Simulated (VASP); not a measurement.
Given:

```xyz
3
Lattice="0.0000 3.3321 3.3321 3.3321 0.0000 3.3321 3.3321 3.3321 0.0000" Properties=species:S:1:pos:R:3 pbc="T T T"
Na     1.6661     1.6661     1.6661
Na     4.9982     4.9982     4.9982
S      0.0000     0.0000     0.0000
```

Computed with PBE GGA, VASP's PBE PAW potentials (set 64) (plane waves; VASP). Numerical set-up: 300 eV cut-off, 6×6×6 Γ-centred mesh, Fermi-Dirac smearing of 0.020 eV, potentials Na_pv S.

At this cut-off the stress carries a Pulay error, which pulls relaxed volumes low. Energy and stress use the plane-wave basis of the starting cell.

Task: The ions, cell shape and volume are relaxed. Which structure does the run end with?

Result: 
```xyz
3
Lattice="0.0000 3.2826 3.2826 3.2826 0.0000 3.2826 3.2826 3.2826 0.0000" Properties=species:S:1:pos:R:3 pbc="T T T"
Na     1.6413     1.6413     1.6413
Na     4.9239     4.9239     4.9239
S      0.0000     0.0000     0.0000
```
Space group Fm-3m (225), at a tolerance of 0.03 Å.

Task: How do energy and volume change from the first to the last step?

Result: The energy (σ→0) changes by -4.1 meV/atom and the volume by -4.4 %, in 4 ionic steps.

The structure is a typed Na2S crystal (Fm-3m). This run relaxes it. Symmetry was kept, so distortions that lower it aren't found. The run is one of a series of settings (EDIFFG = -0.01, IBRION = 2, ISIF = 3, NSW = 50 against the base run), some of them coarse on purpose.
